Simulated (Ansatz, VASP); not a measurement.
**Two plane-wave programs on Sn3GeO4**

```
CELL_PARAMETERS angstrom
-2.71627 2.70865 0.00000
-2.71627 -2.70865 0.00000
-0.09982 0.00000 9.87555
ATOMIC_POSITIONS crystal
Sn 0.74326 0.74326 0.87408
Sn 0.74996 0.74996 0.35823
Sn 0.24782 0.24782 0.63667
Ge 0.29133 0.29133 0.13954
O 0.72937 0.24641 0.24059
O 0.24573 0.74612 0.75515
O 0.74612 0.24573 0.75515
O 0.24641 0.72937 0.24059
```

Alike in both runs: task single point; functional PBE; k mesh 4 × 4 × 2; occupations gaussian, width 0.1 eV; no spin polarisation.

|  | VASP | Ansatz |
| --- | --- | --- |
| version | VASP 6.6.1 | Ansatz 0.2.0 |
| potentials or method | VASP PAW PBE potentials, release 64 (Sn_d, Ge_d, O) | scalar-relativistic, plane waves, PAW |
| plane-wave cutoff (eV) | 520 | 420 |
| valence electrons in the cell | 80 | 80 |

VASP gave:

| Quantity | Value |
| --- | --- |
| gap on the k mesh at the Fermi level (eV) | 0.99 |
| least direct gap on the mesh (eV) | 1.68 |
| pressure (GPa) | 0.2 |
| rms of the force components (eV/Å) | 0.028 |

Q: Which values does Ansatz return?

A: gap on the k mesh at the Fermi level (eV): 0.98; least direct gap on the mesh (eV): 1.71; pressure (GPa): 0.1; rms of the force components (eV/Å): 0.005.

Atom by atom the forces differ by 0.031 eV/Å (rms over components). With one functional, cell and mesh, what is left measures potentials, basis and numerics.

Caveats: spin-orbit coupling is left out, which moves the levels of the heavy elements. A k mesh can miss the band edges.
